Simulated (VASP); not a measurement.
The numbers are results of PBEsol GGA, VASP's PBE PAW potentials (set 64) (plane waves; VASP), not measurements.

Input for VASP

### INCAR
```
NSW  =  60   # most ionic steps
ENCUT  =  400
PREC  =  Accurate
ALGO  =  Normal   # blocked Davidson
IBRION  =  2   # conjugate gradients
LCHARG  =  .FALSE.
EDIFF  =  1E-6
LREAL  =  .FALSE.   # projection in real space or not
LMAXMIX  =  4   # l cut-off of mixed one-centre charges
NELM  =  100
EDIFFG  =  -0.01
ISMEAR  =  0
ISIF  =  3
SYSTEM  =  GaP
GGA  =  PS   # PBEsol
SIGMA  =  0.05   # width (eV)
LWAVE  =  .FALSE.
LASPH  =  .TRUE.
```

POSCAR:
```
GaP
1
    0.0000000000     2.7250000000     2.7250000000
    2.7250000000     0.0000000000     2.7250000000
    2.7250000000     2.7250000000     0.0000000000
Ga P
1 1
Direct
  0.0000000000   0.0000000000   0.0000000000
  0.2500000000   0.2500000000   0.2500000000
```

KPOINTS:
```
Automatic mesh
0
Gamma
8 8 8
```

POTCAR, in this order: Ga_d P (PBE.64 set). Program: vasp_std.

The run wrote:

### OSZICAR
```
       N       E                     dE             d eps       ncg     rms          rms(c)
DAV:   1     0.670407272937E+02    0.67041E+02   -0.82932E+03   762   0.169E+03
DAV:   2    -0.546216594625E+01   -0.72503E+02   -0.69865E+02   814   0.277E+02
DAV:   3    -0.101257919217E+02   -0.46636E+01   -0.46444E+01   959   0.655E+01
DAV:   4    -0.102026042987E+02   -0.76812E-01   -0.76787E-01   960   0.915E+00
DAV:   5    -0.102040242289E+02   -0.14199E-02   -0.14199E-02   973   0.101E+00    0.412E+00
DAV:   6    -0.996088474687E+01    0.24314E+00   -0.43893E-01  1195   0.139E+01    0.262E+00
DAV:   7    -0.992219458777E+01    0.38690E-01   -0.96816E-02  1008   0.264E+00    0.987E-01
DAV:   8    -0.991922531272E+01    0.29693E-02   -0.13068E-02   897   0.162E+00    0.156E-01
DAV:   9    -0.991937569960E+01   -0.15039E-03   -0.11074E-03  1089   0.559E-01    0.650E-02
DAV:  10    -0.991939706356E+01   -0.21364E-04   -0.61893E-05   903   0.812E-02    0.266E-02
DAV:  11    -0.991942386181E+01   -0.26798E-04   -0.28380E-05   874   0.617E-02    0.408E-03
DAV:  12    -0.991942382931E+01    0.32504E-07   -0.13961E-06   680   0.174E-02
   1 F= -.99194238E+01 E0= -.99194238E+01  d E =-.991942E+01
       N       E                     dE             d eps       ncg     rms          rms(c)
DAV:   1    -0.995392442070E+01   -0.34501E-01   -0.44097E-01  1004   0.139E+01    0.109E+00
DAV:   2    -0.992724205132E+01    0.26682E-01   -0.50298E-02   964   0.595E+00    0.486E-01
DAV:   3    -0.992078916192E+01    0.64529E-02   -0.73005E-03  1004   0.185E+00    0.120E-01
DAV:   4    -0.992017625477E+01    0.61291E-03   -0.73497E-04   876   0.391E-01    0.474E-02
DAV:   5    -0.992007434619E+01    0.10191E-03   -0.58036E-05  1005   0.112E-01    0.131E-02
DAV:   6    -0.992007295018E+01    0.13960E-05   -0.33725E-06   811   0.255E-02    0.626E-03
DAV:   7    -0.992007305350E+01   -0.10332E-06   -0.21206E-07   457   0.699E-03
   2 F= -.99200731E+01 E0= -.99200731E+01  d E =-.649224E-03
       N       E                     dE             d eps       ncg     rms          rms(c)
DAV:   1    -0.992478308311E+01   -0.47101E-02   -0.58402E-02  1004   0.520E+00    0.392E-01
DAV:   2    -0.992133880099E+01    0.34443E-02   -0.62199E-03   964   0.196E+00    0.177E-01
DAV:   3    -0.992047494070E+01    0.86386E-03   -0.10583E-03  1004   0.711E-01    0.410E-02
DAV:   4    -0.992039590659E+01    0.79034E-04   -0.98999E-05   873   0.156E-01    0.168E-02
DAV:   5    -0.992038132352E+01    0.14583E-04   -0.73783E-06   931   0.400E-02    0.526E-03
DAV:   6    -0.992038080225E+01    0.52127E-06   -0.57878E-07   392   0.131E-02
   3 F= -.99203808E+01 E0= -.99203808E+01  d E =-.956973E-03
```

OUTCAR:
```
------------------------ aborting loop because EDIFF is reached ----------------------------------------
  FORCE on cell =-STRESS in cart. coord.  units (eV):
  Direction    XX          YY          ZZ          XY          YZ          ZX
  --------------------------------------------------------------------------------------
  Total       -0.0101756     -0.0101756     -0.0101756     -0.0000000      0.0000000      0.0000000
  in kB       -0.4066645     -0.4066645     -0.4066645     -0.0000000      0.0000000      0.0000000
  external PRESSURE =      -0.4066645 kB  Pullay stress =       0.0000000 kB
  volume of cell :       40.09
      direct lattice vectors                 reciprocal lattice vectors
    -0.000000000  2.716445735  2.716445735    -0.184064049  0.184064049  0.184064049
     2.716445735  0.000000000  2.716445735     0.184064049 -0.184064049  0.184064049
     2.716445735  2.716445735  0.000000000     0.184064049  0.184064049 -0.184064049
  FREE ENERGIE OF THE ION-ELECTRON SYSTEM (eV)
  ---------------------------------------------------
  free  energy   TOTEN  =        -9.9203808023 eV

  energy  without entropy=       -9.9203808022  energy(sigma->0) =       -9.92038080

 reached required accuracy - stopping structural energy minimisation
```
(Selected blocks of OUTCAR.)

CONTCAR:
```
GaP
   1.00000000000000
    -0.0000000000000000    2.7164457347334774    2.7164457347334774
     2.7164457347334774    0.0000000000000000    2.7164457347334774
     2.7164457347334774    2.7164457347334774    0.0000000000000000
  Ga              P
     1     1
Direct
     0.0000000000000000    0.0000000000000000    0.0000000000000000
     0.2500000000000000    0.2500000000000000    0.2500000000000000
```

### OUTCAR
```
 val. band max:        4.6681274645   @ k =   0.0000   0.0000   0.0000

 cond. band min:       6.1646881371   @ k =   0.5000   0.5000   0.0000


 Fermi energy:         4.8720769459

 k-point     1 :       0.0000    0.0000    0.0000
  band No.  band energies     occupation
      1      -9.8884      2.00000
      2      -9.8884      2.00000
      3      -9.8884      2.00000
      4      -9.7845      2.00000
      5      -9.7845      2.00000
      6      -7.9299      2.00000
      7       4.6681      2.00000
      8       4.6681      2.00000
      9       4.6681      2.00000
     10       6.4980      0.00000
     11       8.4920      0.00000
     12       8.4920      0.00000
     13       8.4920      0.00000

 k-point     2 :       0.1250    0.0000    0.0000
  band No.  band energies     occupation
      1      -9.9030      2.00000
      2      -9.8835      2.00000
      3      -9.8835      2.00000
      4      -9.7846      2.00000
      5      -9.7846      2.00000
      6      -7.7235      2.00000
      7       3.0135      2.00000
      8       4.4309      2.00000
      9       4.4309      2.00000
     10       7.1040      0.00000
     11       8.8502      0.00000
     12       8.8502      0.00000
     13       9.0867      0.00000

 k-point     3 :       0.2500    0.0000    0.0000
  band No.  band energies     occupation
      1      -9.9349      2.00000
      2      -9.8731      2.00000
      3      -9.8731      2.00000
      4      -9.7835      2.00000
      5      -9.7835      2.00000
      6      -7.1379      2.00000
      7       0.7321      2.00000
      8       3.9877      2.00000
      9       3.9877      2.00000
     10       6.7767      0.00000
     11       9.3601      0.00000
     12       9.3601      0.00000
     13      10.9788      0.00000

 k-point     4 :       0.3750    0.0000    0.0000
  band No.  band energies     occupation
      1      -9.9634      2.00000
      2      -9.8652      2.00000
      3      -9.8652      2.00000
...
```

The compound is GaP in the zinc blende structure. This run relaxes it. Symmetry was kept, so distortions that lower it aren't found.
